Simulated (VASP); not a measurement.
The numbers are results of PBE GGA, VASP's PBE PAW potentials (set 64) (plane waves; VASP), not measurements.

VASP ran on this input.

**INCAR**
```
SYSTEM  =  C36Si35
PREC  =  Normal; ENCUT  =  400; LREAL  =  Auto
LASPH  =  .TRUE.; ISYM  =  0
EDIFF  =  1E-5; NELM  =  100; NELMIN  =  4
ALGO  =  Fast
ISMEAR  =  0; SIGMA  =  0.05
GGA  =  PE
IBRION  =  2; NSW  =  60; ISIF  =  2
EDIFFG  =  -0.03
LWAVE  =  .TRUE.; LCHARG  =  .FALSE.
```

### POSCAR
```
C36Si35
1
    4.6409808259    -8.0384148409     0.0000000000
    4.6409808259     8.0384148409     0.0000000000
    0.0000000000     0.0000000000    10.1276834094
Si C
35 36
Direct
  0.0000000000   0.0000000000   0.0000000000
  0.9986750000   0.9935190000   0.5028560000
  0.2200850000   0.1094860000   0.7476040000
  0.1122240000   0.2220930000   0.2523140000
  0.0000000000   0.3333330000   0.0000000000
  0.0001120000   0.3317480000   0.4965490000
  0.2230820000   0.4445960000   0.7455800000
  0.1111110000   0.5555560000   0.2501800000
  0.0000000000   0.6666670000   0.0000000000
  0.0000000000   0.6666670000   0.5000000000
  0.2222220000   0.7777780000   0.7501800000
  0.1111110000   0.8888890000   0.2501800000
  0.3333330000   0.0000000000   0.0000000000
  0.3302200000   0.9970740000   0.5002590000
  0.5555560000   0.1111110000   0.7501800000
  0.4475130000   0.2288710000   0.2499970000
  0.3333330000   0.3333330000   0.0000000000
  0.5599170000   0.4495750000   0.7540550000
  0.4407220000   0.5552200000   0.2473410000
  0.3333330000   0.6666670000   0.0000000000
  0.3382410000   0.6709830000   0.4989270000
  0.5555560000   0.7777780000   0.7501800000
  0.4444440000   0.8888890000   0.2501800000
  0.6666670000   0.0000000000   0.0000000000
  0.6666670000   0.0000000000   0.5000000000
  0.8888890000   0.1111110000   0.7501800000
  0.7777780000   0.2222220000   0.2501800000
  0.6666670000   0.3333330000   0.0000000000
  0.6704650000   0.3402420000   0.4953440000
  0.8888890000   0.4444440000   0.7501800000
  0.7777780000   0.5555560000   0.2501800000
  0.6666670000   0.6666670000   0.0000000000
  0.6722270000   0.6716700000   0.5003710000
  0.8888890000   0.7777780000   0.7501800000
  0.7777780000   0.8888890000   0.2501800000
  0.0000000000   0.0000000000   0.8121600000
  0.0000000000   0.0000000000   0.3121600000
  0.2158890000   0.1078640000   0.5628170000
  0.1111110000   0.2222220000   0.0632900000
  0.0000000000   0.3333330000   0.8121600000
  0.0000000000   0.3333330000   0.3121600000
  0.2258780000   0.4457540000   0.5672040000
  0.1111110000   0.5555560000   0.0632900000
  0.0000000000   0.6666670000   0.8121600000
  0.0000000000   0.6666670000   0.3121600000
  0.2222220000   0.7777780000   0.5632900000
  0.1111110000   0.8888890000   0.0632900000
  0.3333330000   0.0000000000   0.8121600000
  0.3333330000   0.0000000000   0.3121600000
  0.5555560000   0.1111110000   0.5632900000
  0.4444440000   0.2222220000   0.0632900000
  0.3324580000   0.3296280000   0.8096660000
  0.3273980000   0.3287610000   0.3157480000
  0.5506570000   0.4441300000   0.5625610000
  0.4444440000   0.5555560000   0.0632900000
  0.3333330000   0.6666670000   0.8121600000
  0.3333330000   0.6666670000   0.3121600000
  0.5555560000   0.7777780000   0.5632900000
  0.4444440000   0.8888890000   0.0632900000
  0.6666670000   0.0000000000   0.8121600000
  0.6666670000   0.0000000000   0.3121600000
  0.8888890000   0.1111110000   0.5632900000
  0.7777780000   0.2222220000   0.0632900000
  0.6666670000   0.3333330000   0.8121600000
  0.6666670000   0.3333330000   0.3121600000
  0.8888890000   0.4444440000   0.5632900000
  0.7777780000   0.5555560000   0.0632900000
  0.6666670000   0.6666670000   0.8121600000
  0.6666670000   0.6666670000   0.3121600000
  0.8888890000   0.7777780000   0.5632900000
  0.7777780000   0.8888890000   0.0632900000
```

**KPOINTS**
```
Automatic mesh
0
Gamma
1 1 1
0 0 0
```

POTCAR, in this order: Si C (PBE.64 set). Program: vasp_gam.

The resulting files:

OSZICAR:
```
...
   7 F= -.52140203E+03 E0= -.52137016E+03  d E =-.180124E+00
       N       E                     dE             d eps       ncg     rms          rms(c)
DAV:   1    -0.521447548585E+03   -0.45523E-01   -0.11137E+01   376   0.794E+00    0.130E+00
RMM:   2    -0.521614073034E+03   -0.16652E+00   -0.28563E-01   356   0.109E+00    0.275E+00
RMM:   3    -0.521473864283E+03    0.14021E+00   -0.61354E-02   358   0.493E-01    0.200E+00
RMM:   4    -0.521455981031E+03    0.17883E-01   -0.18133E-02   366   0.257E-01    0.122E+00
RMM:   5    -0.521459252764E+03   -0.32717E-02   -0.18748E-02   367   0.208E-01    0.155E+00
RMM:   6    -0.521459222301E+03    0.30463E-04   -0.10336E-02   364   0.174E-01    0.172E+00
RMM:   7    -0.521454311861E+03    0.49104E-02   -0.11446E-02   376   0.151E-01    0.114E+00
RMM:   8    -0.521447418572E+03    0.68933E-02   -0.17317E-03   361   0.105E-01    0.375E-01
RMM:   9    -0.521446875006E+03    0.54357E-03   -0.52905E-04   358   0.382E-02    0.916E-02
RMM:  10    -0.521446987948E+03   -0.11294E-03   -0.21989E-04   353   0.228E-02    0.993E-02
RMM:  11    -0.521446972004E+03    0.15943E-04   -0.38830E-05   255   0.126E-02    0.634E-02
RMM:  12    -0.521446955042E+03    0.16963E-04   -0.61838E-06   216   0.567E-03    0.211E-02
RMM:  13    -0.521446954108E+03    0.93413E-06   -0.23097E-06   181   0.277E-03
   8 F= -.52144695E+03 E0= -.52141541E+03  d E =-.449267E-01
       N       E                     dE             d eps       ncg     rms          rms(c)
DAV:   1    -0.521447341024E+03   -0.38598E-03   -0.78757E-02   392   0.668E-01    0.101E-01
RMM:   2    -0.521449219107E+03   -0.18781E-02   -0.17809E-03   356   0.897E-02    0.639E-01
RMM:   3    -0.521447336850E+03    0.18823E-02   -0.47300E-04   358   0.462E-02    0.162E-01
RMM:   4    -0.521447390382E+03   -0.53532E-04   -0.15545E-04   344   0.277E-02    0.805E-02
RMM:   5    -0.521447343853E+03    0.46530E-04   -0.65869E-05   323   0.156E-02    0.196E-02
RMM:   6    -0.521447353430E+03   -0.95771E-05   -0.39447E-05   272   0.110E-02
   9 F= -.52144735E+03 E0= -.52141577E+03  d E =-.453260E-01
       N       E                     dE             d eps       ncg     rms          rms(c)
DAV:   1    -0.521459865400E+03   -0.12522E-01   -0.26010E+00   388   0.398E+00    0.832E-01
RMM:   2    -0.521650670201E+03   -0.19080E+00   -0.11280E-01   357   0.607E-01    0.515E+00
RMM:   3    -0.521450867036E+03    0.19980E+00   -0.40582E-02   359   0.370E-01    0.908E-01
RMM:   4    -0.521458791493E+03   -0.79245E-02   -0.91538E-03   360   0.207E-01    0.446E-01
RMM:   5    -0.521457529434E+03    0.12621E-02   -0.34230E-03   358   0.110E-01    0.220E-01
RMM:   6    -0.521458522718E+03   -0.99328E-03   -0.16273E-03   362   0.700E-02    0.444E-01
RMM:   7    -0.521457331117E+03    0.11916E-02   -0.59080E-04   358   0.445E-02    0.941E-02
RMM:   8    -0.521457336680E+03   -0.55631E-05   -0.13609E-04   355   0.231E-02    0.341E-02
RMM:   9    -0.521457338784E+03   -0.21039E-05   -0.63383E-05   303   0.138E-02
  10 F= -.52145734E+03 E0= -.52142633E+03  d E =-.998535E-02
       N       E                     dE             d eps       ncg     rms          rms(c)
DAV:   1    -0.521457633506E+03   -0.29683E-03   -0.48340E-02   408   0.543E-01    0.132E-01
RMM:   2    -0.521462510115E+03   -0.48766E-02   -0.28682E-03   357   0.898E-02    0.900E-01
RMM:   3    -0.521457551076E+03    0.49590E-02   -0.10688E-03   358   0.580E-02    0.241E-01
RMM:   4    -0.521457582445E+03   -0.31369E-04   -0.25455E-04   354   0.331E-02    0.397E-02
RMM:   5    -0.521457579983E+03    0.24623E-05   -0.77911E-05   319   0.167E-02
  11 F= -.52145758E+03 E0= -.52142639E+03  d E =-.102266E-01
       N       E                     dE             d eps       ncg     rms          rms(c)
DAV:   1    -0.521459953578E+03   -0.23711E-02   -0.39016E-01   376   0.157E+00    0.276E-01
RMM:   2    -0.521488632865E+03   -0.28679E-01   -0.14225E-02   356   0.231E-01    0.273E+00
RMM:   3    -0.521456466932E+03    0.32166E-01   -0.45115E-03   359   0.148E-01    0.202E-01
RMM:   4    -0.521460392377E+03   -0.39254E-02   -0.14784E-03   363   0.867E-02    0.292E-01
RMM:   5    -0.521459907778E+03    0.48460E-03   -0.44608E-04   359   0.418E-02    0.767E-02
RMM:   6    -0.521459910928E+03   -0.31495E-05   -0.28231E-04   357   0.320E-02    0.377E-02
RMM:   7    -0.521459907178E+03    0.37493E-05   -0.38291E-05   260   0.134E-02
  12 F= -.52145991E+03 E0= -.52142903E+03  d E =-.232720E-02
       N       E                     dE             d eps       ncg     rms          rms(c)
DAV:   1    -0.521459914295E+03   -0.33674E-05   -0.26915E-04   400   0.366E-02    0.284E-02
RMM:   2    -0.521460120755E+03   -0.20646E-03   -0.98223E-05   297   0.128E-02    0.184E-01
RMM:   3    -0.521459900706E+03    0.22005E-03   -0.47830E-05   271   0.110E-02    0.971E-03
RMM:   4    -0.521459910519E+03   -0.98129E-05   -0.93324E-06   194   0.568E-03
  13 F= -.52145991E+03 E0= -.52142916E+03  d E =-.233054E-02
       N       E                     dE             d eps       ncg     rms          rms(c)
DAV:   1    -0.521461263274E+03   -0.13626E-02   -0.16178E-01   356   0.100E+00    0.324E-01
RMM:   2    -0.521518916675E+03   -0.57653E-01   -0.15596E-02   356   0.185E-01    0.368E+00
RMM:   3    -0.521454174927E+03    0.64742E-01   -0.83793E-03   359   0.181E-01    0.197E-01
RMM:   4    -0.521460667583E+03   -0.64927E-02   -0.20250E-03   358   0.103E-01    0.119E-01
RMM:   5    -0.521460974455E+03   -0.30687E-03   -0.43603E-04   371   0.439E-02    0.123E-01
RMM:   6    -0.521460889391E+03    0.85064E-04   -0.78840E-05   312   0.182E-02    0.207E-02
RMM:   7    -0.521460891785E+03   -0.23950E-05   -0.22765E-05   231   0.942E-03
  14 F= -.52146089E+03 E0= -.52143007E+03  d E =-.981266E-03
       N       E                     dE             d eps       ncg     rms          rms(c)
DAV:   1    -0.521460902607E+03   -0.13216E-04   -0.90768E-04   416   0.742E-02    0.332E-02
RMM:   2    -0.521461331937E+03   -0.42933E-03   -0.15578E-04   326   0.173E-02    0.306E-01
RMM:   3    -0.521460877118E+03    0.45482E-03   -0.77627E-05   293   0.162E-02    0.631E-02
RMM:   4    -0.521460896282E+03   -0.19164E-04   -0.19395E-05   210   0.986E-03    0.714E-03
RMM:   5    -0.521460897895E+03   -0.16131E-05   -0.39570E-06   186   0.392E-03
  15 F= -.52146090E+03 E0= -.52143015E+03  d E =-.987376E-03
       N       E                     dE             d eps       ncg     rms          rms(c)
DAV:   1    -0.521461541095E+03   -0.64481E-03   -0.73787E-02   356   0.687E-01    0.245E-01
RMM:   2    -0.521485110771E+03   -0.23570E-01   -0.94946E-03   356   0.137E-01    0.178E+00
RMM:   3    -0.521460169545E+03    0.24941E-01   -0.45421E-03   360   0.109E-01    0.177E-01
RMM:   4    -0.521461311611E+03   -0.11421E-02   -0.72265E-04   359   0.534E-02    0.992E-02
RMM:   5    -0.521461357602E+03   -0.45992E-04   -0.32544E-04   354   0.289E-02    0.792E-02
RMM:   6    -0.521461370630E+03   -0.13028E-04   -0.58474E-05   295   0.156E-02    0.734E-02
RMM:   7    -0.521461358931E+03    0.11699E-04   -0.16357E-05   222   0.788E-03    0.650E-02
RMM:   8    -0.521461356804E+03    0.21265E-05   -0.18575E-05   223   0.591E-03
  16 F= -.52146136E+03 E0= -.52143005E+03  d E =-.458909E-03
       N       E                     dE             d eps       ncg     rms          rms(c)
DAV:   1    -0.521461338558E+03    0.20373E-04   -0.42118E-03   384   0.164E-01    0.582E-02
RMM:   2    -0.521462985697E+03   -0.16471E-02   -0.58332E-04   356   0.342E-02    0.586E-01
RMM:   3    -0.521461189809E+03    0.17959E-02   -0.27085E-04   340   0.295E-02    0.393E-02
RMM:   4    -0.521461326909E+03   -0.13710E-03   -0.50818E-05   263   0.154E-02    0.294E-02
RMM:   5    -0.521461328369E+03   -0.14601E-05   -0.15492E-05   218   0.704E-03
  17 F= -.52146133E+03 E0= -.52143037E+03  d E =-.430474E-03
```

### OUTCAR
```
------------------------ aborting loop because EDIFF is reached ----------------------------------------
  FORCE on cell =-STRESS in cart. coord.  units (eV):
  Direction    XX          YY          ZZ          XY          YZ          ZX
  --------------------------------------------------------------------------------------
  Total        4.9816038      5.1505311     -5.2879253      0.0535534     -0.1146576      0.0229299
  in kB       10.5623235     10.9204943    -11.2118064      0.1135475     -0.2431046      0.0486174
  external PRESSURE =       3.4236704 kB  Pullay stress =       0.0000000 kB
  volume of cell :      755.65
      direct lattice vectors                 reciprocal lattice vectors
     4.640980826 -8.038414841  0.000000000     0.107735847 -0.062201318  0.000000000
     4.640980826  8.038414841  0.000000000     0.107735847  0.062201318  0.000000000
     0.000000000  0.000000000 10.127683409     0.000000000  0.000000000  0.098739263
  FREE ENERGIE OF THE ION-ELECTRON SYSTEM (eV)
  ---------------------------------------------------
  free  energy   TOTEN  =      -521.4613283693 eV

  energy  without entropy=     -521.3994146845  energy(sigma->0) =     -521.43037153

 reached required accuracy - stopping structural energy minimisation
```
(Selected blocks of OUTCAR.)

### CONTCAR
```
C36Si35
   1.00000000000000
     4.6409808258999998   -8.0384148408999998    0.0000000000000000
     4.6409808258999998    8.0384148408999998    0.0000000000000000
     0.0000000000000000    0.0000000000000000   10.1276834093999994
  Si              C
    35    36
Direct
     0.9990998886631606    0.9998152155317287    0.0010128891705196
     0.9993473246984675    0.0026462653240236    0.4973954786184461
     0.2210293802721557    0.1087010007172214    0.7527203988629063
     0.1131491588555049    0.2232863961723989    0.2499807362633248
     0.9992176528790141    0.3327492525287524    0.0009924640260573
     0.9995282008658125    0.3301723203480791    0.4973406476428258
     0.2212122021074186    0.4456480723859405    0.7526407975125267
     0.1111147726860327    0.5555173378022575    0.2507856124988872
     0.9999918754567854    0.6667065942783121    0.0008545793437938
     0.0000350761664326    0.6666863543002338    0.4997847455616751
     0.2222130194901467    0.7778139347516579    0.7515527729760236
     0.1110645448458722    0.8890731599985434    0.2507995671959785
     0.3338959610879975    0.9998363881343618    0.0010258503597450
     0.3364969258237069    0.0026587809317206    0.4973882397998070
     0.5554622612143230    0.1114517460003722    0.7517221495325892
     0.4432720856380060    0.2233226762828998    0.2500551090175848
     0.3332461791525355    0.3332805604576467    0.0027768708587584
     0.5579950510568342    0.4457235816388113    0.7527805980299772
     0.4432139277774702    0.5533778160774238    0.2499777329376418
     0.3339959567613264    0.6675438621898636    0.0009929699343194
     0.3365671044897022    0.6672923364167118    0.4973958782338392
     0.5554991299913922    0.7776028229294203    0.7516817544309865
     0.4447443862000426    0.8891420964840533    0.2500846580302241
     0.6666696732304322    0.0001146364242156    0.0002678231777849
     0.6666475558882160    0.0001621073495178    0.4999999284839025
     0.8892863970921020    0.1113330414224870    0.7516720235894212
     0.7775439574240679    0.2219966796226973    0.2501381794110571
     0.6668304076602809    0.3327943185033050    0.0010693374017586
     0.6640593463532408    0.3303038704421039    0.4974242706348235
     0.8890190130500033    0.4445482943527244    0.7515590503298665
     0.7775391133634655    0.5555905068923251    0.2508242942468996
     0.6668565795039241    0.6676370682410575    0.0010715770146233
     0.6640134157721540    0.6673670014171149    0.4974116876837408
     0.8889335113688561    0.7778212188839506    0.7515955882864963
     0.7774268787190363    0.8891449688403799    0.2501158392983182
     0.9989051959320767    0.9994895911071664    0.8141709857425731
     0.9995275307085081    0.0001365608465829    0.3116591225574796
     0.2072242804669501    0.0813574286893280    0.5699130148364174
     0.1087459099920104    0.2210378144399839    0.0597411853405554
     0.9990570166484455    0.3328770367516807    0.8140907507687168
     0.9996406253456817    0.3329032209046254    0.3116574858784978
     0.2076250200516633    0.4592517410522822    0.5697539205437885
     0.1111482826940139    0.5555816465490000    0.0616841407438571
     0.0000292718982841    0.6666930234042703    0.8129185650905810
     0.9999220816452453    0.6667469748278019    0.3128630756890554
     0.2218686879963687    0.7776422808720317    0.5621838578539099
     0.1110582913141234    0.8889532605641041    0.0617304914861532
     0.3339280881470468    0.9994865882080068    0.8141670277909880
     0.3337050463644911    0.0002250689997128    0.3116713067162754
     0.5556039090463122    0.1112214505926782    0.5619420946991530
     0.4455259976130816    0.2210952171299068    0.0598318374436015
     0.3334034321297701    0.3333379315766294    0.8114318412842927
     0.3331389866948307    0.3333558422078461    0.2901249780573723
     0.5853248799267798    0.4595157852494404    0.5700058497200248
     0.4455486192930868    0.5578439200767171    0.0597770407437139
     0.3339289962784775    0.6677804088911731    0.8140953272666589
     0.3337468097215873    0.6670777190901991    0.3116524965412988
     0.5557003286253366    0.7781505786278501    0.5619384359139299
     0.4450189517600221    0.8892638184423093    0.0619466077607694
     0.6667332514165670    0.0001690107682206    0.8125707340597214
     0.6665470819498758    0.0001084482879733    0.3130207912944648
     0.8887016449394334    0.1110902335946719    0.5619071492743667
     0.7774855776753229    0.2217262432490321    0.0619457356858703
     0.6673330111242703    0.3329425946896930    0.8142215016416612
     0.6663914375964127    0.3329753300268102    0.3116613196894797
     0.8891831369461438    0.4448700734093181    0.5621596888156035
     0.7777005322984419    0.5556688216386378    0.0617418059585535
     0.6672456696209014    0.6678953365166863    0.8142288992412795
     0.6663770521658637    0.6670519802726474    0.3116850414690540
     0.8891224865441189    0.7775553595452677    0.5622582865359624
     0.7773999618225078    0.8892763748253864    0.0620185054672117
```

At this cut-off the stress carries a Pulay error, which pulls relaxed volumes low. The supercell is sampled at Γ alone, which is coarse: total energies, pressure and levels can be off, energies of defects by several tenths of an eV.

The cell is a supercell with a defect, built from SiC (4h): vac_Si. The run is not spin-polarised, so no state with unpaired spins was tried.
